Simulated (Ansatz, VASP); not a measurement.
# Ir (Ir(111)) in two plane-wave programs, part 2 of 2

Wanted: the spread between two codes on one cell, functional and k mesh.

VASP 6.6.1 and Ansatz 0.2.0.

So far: The starting structure; VASP: band structure, LDA.

## Step 3: Ansatz: band structure, LDA

Level of this step: Ansatz beside VASP: Kohn-Sham DFT, plane waves, LDA (Ansatz).

Ansatz runs on its default PAW (the set named soft_2) files.

The same cell, functional (in two slightly different forms), mesh and smearing now go to Ansatz, which takes its cutoff from its data sets.

Input file input.yaml:

```yaml
crystal:
  lattice:
    - [2.7152900398, 0.0, 0.0]
    - [1.3576450199, 2.3515101531, 0.0]
    - [0.0, 0.0, 31.3021502021]
  atoms:
    - { symbol: Ir, position: [0.0, 0.0, 0.2875201845] }
    - { symbol: Ir, position: [0.3333333333, 0.3333333333, 0.3583467896] }
    - { symbol: Ir, position: [0.6666666667, 0.6666666667, 0.4291733948] }
    - { symbol: Ir, position: [0.0, 0.0, 0.5] }
    - { symbol: Ir, position: [0.3333333333, 0.3333333333, 0.5708266052] }
    - { symbol: Ir, position: [0.6666666667, 0.6666666667, 0.6416532104] }
    - { symbol: Ir, position: [0.0, 0.0, 0.7124798155] }
hamiltonian:
  xc: lda
  pseudopotentials: { kind: paw }
kpoints:
  mp_grid: { grid: [18, 18, 1] }
  band_path:
    path:
      - [0.0, 0.0, 0.0]
      - [0.0, -0.03846, 0.0]
      - [0.0, -0.07692, 0.0]
      - [0.0, -0.15385, 0.0]
      - [0.0, -0.19231, 0.0]
      - [0.0, -0.26923, 0.0]
      - [0.0, -0.30769, 0.0]
      - [0.0, -0.34615, 0.0]
      - [0.0, -0.42308, 0.0]
      - [0.0, -0.46154, 0.0]
      - [0.0, -0.5, 0.0]
      - [0.02564, -0.48718, 0.0]
      - [0.05128, -0.47436, 0.0]
      - [0.10256, -0.44872, 0.0]
      - [0.12821, -0.4359, 0.0]
      - [0.17949, -0.41026, 0.0]
      - [0.20513, -0.39744, 0.0]
      - [0.25641, -0.37179, 0.0]
      - [0.28205, -0.35897, 0.0]
      - [0.30769, -0.34615, 0.0]
      - [0.33333, -0.33333, 0.0]
      - [0.30769, -0.30769, 0.0]
      - [0.25641, -0.25641, 0.0]
      - [0.23077, -0.23077, 0.0]
      - [0.20513, -0.20513, 0.0]
      - [0.15385, -0.15385, 0.0]
      - [0.12821, -0.12821, 0.0]
      - [0.07692, -0.07692, 0.0]
      - [0.05128, -0.05128, 0.0]
      - [0.0, 0.0, 0.0]
    npoints: 1
scf:
  occupations: { method: fermi_dirac, width: 0.1 }
  n_extra_bands: 9
efield:
  axis: 3
  dipole_correction: true
  ramp_width: 0.04
output:
  forces: true
  eigenvalues: true
```

The run is started by

```sh
$ ansatz run input.yaml --threads 4 --pin off --max-ram 9216MiB --backend cpu --events-out ev --progress --plain --runs-dir out
```

Numbers of over 12 decimals in the logs are rounded to 6 here.

What it wrote:

```text
scf.n_extra_bands = 9 over 60 filled bands (N_el = 119.0): the run solves 69 bands
Engine: ansatz 0.2.0, aarch64-unknown-linux-gnu
Pseudopotentials: kind: paw
Pseudopotential: Ir, paw, valence charge 17, recommended cutoff 420 eV (normal), Ir.paw.azcp
Functional definition: SPW92
  exchange = slater_x
  correlation = pw_c
Crystal: 7 atoms, lattice volume = 199.865 Å³
Basis set: ecut = 420 eV, 3927 PW (Γ)
Bands: 69, of which v1, the nominal top of the filled ones, is band 60 counted from 1 (59 counted from 0)
Symmetry: 6 space group operations
k-points: 37 of 324 (time reversal used)
Non-local potential: Ir, projectors of the file, l = 0: 3, l = 1: 2, l = 2: 2, l = 3: 1
PAW form: soft (Blöchl's): semilocal exchange-correlation on the pseudo side does not see the compensation charge
PAW frozen core: Ir, regenerated for the run's functional, and the local potential with it (the file was generated under x = pbe(κ = 0.804, μ = 0.219515), c = pbe(β = 0.066725))
PAW one-centre angular grid: Ir, 590 points (default); XC on 64 Gauss nodes
Initial density: superposition of atomic densities (neutral atoms: chi_scale 0, normalization atom), corrected by the library's trained network
Initial wavefunctions: pseudopotential atomic-orbital guess
Functional: x = slater, c = lda
SCF iter   1: F=—  HF=-81641.542609 eV  |F-HF|=—  |Δ(HF+E_count)|=         —  Δρ=1.19e-2  dr2=6.33e0  ethr=1.77e-3  p=0.000 e·Å  D=3.51e-13 V/Å  ΔV_dip=-0.00 eV  dr2_dipole=9.37e-9  V_vac-E_F(+/−)=5.46/5.46 eV  ⟨swp⟩=8.1  Hψ=11621  notcnv=0  defer=9
efield: sawtooth ramp at fractional position 0.9800 (placed from the atoms, in the widest stretch of the axis that holds none; the zero of the levels goes with the place), width 0.0400; the density the first Hamiltonian is built on has a dipole p = 0.000 e·Å; the dipole correction subtracts the counter field D = 3.51e-13 V/Å, which shifts the + side's vacuum level by -0.00 eV against the − side's; the planar-averaged density in the ramp window peaks in size at 1.0e-5 e/Å³
preconditioner: auto → LDOS  [metal: Δε(μ)=0.003 eV  Ē_g=5.665 eV  σ=0.100 eV  W_gap=0.01  n_scr=24 (ndim 8)  ℏωp=20.8 eV  f_vac=0.464  D(μ)=7.25/eV (n_scr^D=24)  β→1.0]
SCF iter   2: F=—  HF=-81641.481464 eV  |F-HF|=—  |Δ(HF+E_count)|=   6.11e-2  Δρ=3.72e-3  dr2=2.52e-1  ethr=1.77e-3  p=-0.000 e·Å  D=-8.57e-6 V/Å  ΔV_dip=0.00 eV  dr2_dipole=1.42e-8  V_vac-E_F(+/−)=5.80/5.80 eV  ⟨swp⟩=1.0  Hψ=2960  notcnv=0  defer=9
SCF iter   3: F=—  HF=-81641.473295 eV  |F-HF|=—  |Δ(HF+E_count)|=   8.17e-3  Δρ=1.36e-3  dr2=1.46e-2  ethr=2.12e-4  p=-0.000 e·Å  D=-2.45e-6 V/Å  ΔV_dip=0.00 eV  dr2_dipole=1.92e-10  V_vac-E_F(+/−)=5.86/5.86 eV  ⟨swp⟩=1.6  Hψ=2960  notcnv=0  defer=12
SCF iter   4: F=—  HF=-81641.471958 eV  |F-HF|=—  |Δ(HF+E_count)|=   1.34e-3  Δρ=2.14e-4  dr2=4.23e-4  ethr=1.22e-5  p=-0.000 e·Å  D=-1.88e-6 V/Å  ΔV_dip=0.00 eV  dr2_dipole=1.44e-9  V_vac-E_F(+/−)=5.85/5.85 eV  ⟨swp⟩=1.9  Hψ=3405  notcnv=0  defer=12
SCF iter   5: F=—  HF=-81641.471995 eV  |F-HF|=—  |Δ(HF+E_count)|=   3.73e-5  Δρ=6.09e-5  dr2=2.63e-5  ethr=3.55e-7  p=-0.000 e·Å  D=-2.02e-7 V/Å  ΔV_dip=0.00 eV  dr2_dipole=1.50e-13  V_vac-E_F(+/−)=5.86/5.86 eV  ⟨swp⟩=2.6  Hψ=4653  notcnv=0  defer=12
SCF iter   6: F=—  HF=-81641.472379 eV  |F-HF|=—  |Δ(HF+E_count)|=   3.83e-4  Δρ=2.56e-5  dr2=2.82e-6  ethr=2.21e-8  p=-0.000 e·Å  D=-3.10e-7 V/Å  ΔV_dip=0.00 eV  dr2_dipole=1.59e-10  V_vac-E_F(+/−)=5.86/5.86 eV  ⟨swp⟩=2.8  Hψ=4686  notcnv=0  defer=12
SCF iter   7: F=—  HF=-81641.472378 eV  |F-HF|=—  |Δ(HF+E_count)|=   1.37e-7  Δρ=7.19e-6  dr2=1.83e-7  ethr=2.37e-9  p=-0.000 e·Å  D=-6.12e-8 V/Å  ΔV_dip=0.00 eV  dr2_dipole=2.31e-11  V_vac-E_F(+/−)=5.86/5.86 eV  ⟨swp⟩=2.5  Hψ=4258  notcnv=0  defer=12
SCF iter   8: F=-81641.472378 eV  HF=-81641.472378 eV  |F-HF|=1.66e-8  |Δ(HF+E_count)|=   2.25e-8  Δρ=2.82e-6  dr2=3.83e-8  ethr=8.40e-11  p=-0.000 e·Å  D=-4.29e-8 V/Å  ΔV_dip=0.00 eV  dr2_dipole=1.03e-11  V_vac-E_F(+/−)=5.86/5.86 eV  ⟨swp⟩=9.5  Hψ=10945  notcnv=0
SCF 1 converged in 8 iterations: F = -81641.472378 eV  dr2 = 3.83e-8
  greatest PAW one-centre occupation: 1.000 electrons in one spin orbital (limit 2), on the Ir atom at site 4 (counted from 0), in its partial waves of l = 0
NSCF: frozen V_eff on 30 k-points
efield: sawtooth ramp at fractional position 0.9800 (kept from the solve that this one continues, or follows in the run), width 0.0400; the density the first Hamiltonian is built on has a dipole p = -0.000 e·Å; the dipole correction subtracts the counter field D = -4.29e-8 V/Å, which shifts the + side's vacuum level by +0.00 eV against the − side's; the planar-averaged density in the ramp window peaks in size at 9.3e-7 e/Å³
SCF converged after 8 iterations
Free energy (F): -81641.472378 eV
Harris-Foulkes:  -81641.472378 eV  (|F-HF|=1.66e-8)
Internal energy: -81641.229277 eV  (E = F + TS)
E sigma→0 (E₀):  -81641.350828 eV
Entropy (-TS):   -0.243102 eV (-34.729 meV/atom)
Fermi energy:    9.634368 eV
Dipole field:    D = -0.000004 V/Å  (p = -0.000005 e·Å, saw-weighted, corrected)
Work function:   Φ+ = 5.8610 eV   Φ− = 5.8608 eV
Levels:          The Fermi level and band energies are counted from a zero that moves with the ramp; work functions are not
--- Per-component energies (eV) ---
  E_band       = -2479.261149
  E_kinetic    = 4357.130349
  E_local      = -277146.408499  (includes V_loc(G=0)·N_el)
  E_nonlocal   = 559.199782
  E_hartree    = 136756.003672
  E_xc         = -1861.050582
  E_vxc        = -2094.105732  (∫ρ·V_xc dr)
  E_paw        = -62672.436082  (= ΣΔE_a)
  E_vpaw       = -1667.154165  (= ΣTr[D̂ρ^β])
  E_aug_tail   = 0.000293  (compensation charges beyond the density's cutoff)
  E_efield     = 0.000000  (sawtooth field / dipole correction)
  E_vefield    = 0.000000  (∫n·V_field dr)
  E_ewald      = 118363.450577
  E_core_change = 2.881215  (= ΣΔE_core)
  E_smearing   = -0.243102  (= −TS)
  E_closure    = -0.000000  (closes the sum)
  Σ components = -81641.472378   (vs F -81641.472378, Δ=0.00e0)
--- Forces (eV/Å), atoms counted from 1 ---
  atom   1  Ir     0.00000000    -0.00000000     0.85205285
  atom   2  Ir    -0.00000000    -0.00000000    -0.33587996
  atom   3  Ir    -0.00000000     0.00000000    -0.22834701
  atom   4  Ir     0.00000000    -0.00000000     0.00000037
  atom   5  Ir     0.00000000    -0.00000000     0.22834628
  atom   6  Ir     0.00000000     0.00000000     0.33588054
  atom   7  Ir    -0.00000000     0.00000000    -0.85205288
  max |Σ_I F_I| component: 1.98e-7 eV/Å
--- Band table (eV; the first three rows and the last of 37) ---
  k-point 0: bands = [... 56 lower, 8.3940, 8.3951, 8.3951, 8.5976, 8.5976, 9.0231, 9.0231, 9.3473, ... 5 higher]
  k-point 1: bands = [... 56 lower, 8.1512, 8.4227, 8.4617, 8.6386, 8.6449, 8.8808, 9.0010, 9.0391, ... 5 higher]
  k-point 2: bands = [... 56 lower, 7.9039, 8.1201, 8.2867, 8.3575, 8.4827, 8.7123, 8.9032, 9.0749, ... 5 higher]
  k-point 36: bands = [... 56 lower, 9.5221, 9.7174, 9.8728, 9.8728, 10.1424, 10.1758, 10.1758, 14.8395, ... 5 higher]
```

Elapsed: 21 s, on 4 threads of Arm Neoverse V1, shared host; peak memory 0.71 GiB.

In the SCF lines HF is the Harris–Foulkes energy and dr2 the Hartree energy of the density residual, in eV; the loop may stop once dr2 is under the threshold and the program's other checks hold. Hψ counts applications of the Hamiltonian.

## Step 4: Comparison

Known differences besides the PAW data sets themselves: the two LDA forms differ slightly; the data sets hold 119 valence electrons in Ansatz (default PAW (the set named soft_2) files) and 63 in VASP; the cutoff is 420 eV in Ansatz and 300 eV in VASP (PREC = Normal); Ansatz makes its cores anew for this functional, VASP keeps those of its LDA data sets. Total energies have different zeros and are not compared.

Compared:

| quantity | Ansatz | VASP | difference |
| --- | --- | --- | --- |
| work function, lower of the two faces (eV) | 5.86 | 5.86 | 0.00 |
| work function, higher of the two faces (eV) | 5.86 | 5.86 | 0.00 |

Forces (eV/Å; atoms numbered as in POSCAR):

| atom | Ansatz x, y, z | VASP x, y, z |
| --- | --- | --- |
| Ir1 | 0.000, 0.000, 0.852 | 0.000, 0.000, 0.760 |
| Ir2 | 0.000, 0.000, -0.336 | 0.000, 0.000, -0.341 |
| Ir3 | 0.000, 0.000, -0.228 | 0.000, 0.000, -0.226 |
| Ir4 | 0.000, 0.000, 0.000 | 0.000, 0.000, 0.000 |
| Ir5 | 0.000, 0.000, 0.228 | 0.000, 0.000, 0.226 |
| Ir6 | 0.000, 0.000, 0.336 | 0.000, 0.000, 0.341 |
| Ir7 | 0.000, 0.000, -0.852 | 0.000, 0.000, -0.760 |

The forces differ by 28 meV/Å r.m.s., which is 10.7 % of the r.m.s. force of 0.27 eV/Å (both taken over all components). Levels from 3 eV below to 2 eV above the Fermi level differ by 70 meV r.m.s. and 1089 meV at most; each VASP level is matched to the nearest of Ansatz, which flatters the figure a little.

## Step 5: Looking for the cause

The difference is large enough to ask for its cause, so further runs change the set-up of one program at a time, as the table lists.

| run | r.m.s. force difference (% of the r.m.s. force) |
| --- | --- |
| as above | 11 |
| cores kept as stored, as VASP does, whose cores stay as stored | 11 |
| norm-conserving potentials (cutoff 925 eV) | 14 |

## Step 6: Outcome

| Property | Result |
| --- | --- |
| r.m.s. force difference (band structure, LDA) | 11 % of the r.m.s. force |

**Reading.** The r.m.s. force difference is 11 % of the r.m.s. force (band structure, LDA), beyond the 3 % picked in this series as the mark of a large difference. For band structure, LDA: no further run halves the r.m.s. force difference; only Ansatz's side was varied. 1 further run on this material is not shown. How closely two codes agree says nothing of how well the functional describes the real material.

[Lines on the potential files, build, host, timing and source positions are cut from VASP's logs without a mark.]

[Logs are printed without paths, hosts, clocks, repeated set-up lines and the standing remarks that a program may print on its own settings, such as how far it seeks lower states.]

[Hosts, paths, dates, database ids (printed as entryN), source tags and the programs' standing remarks are cut or masked in the printed files.]
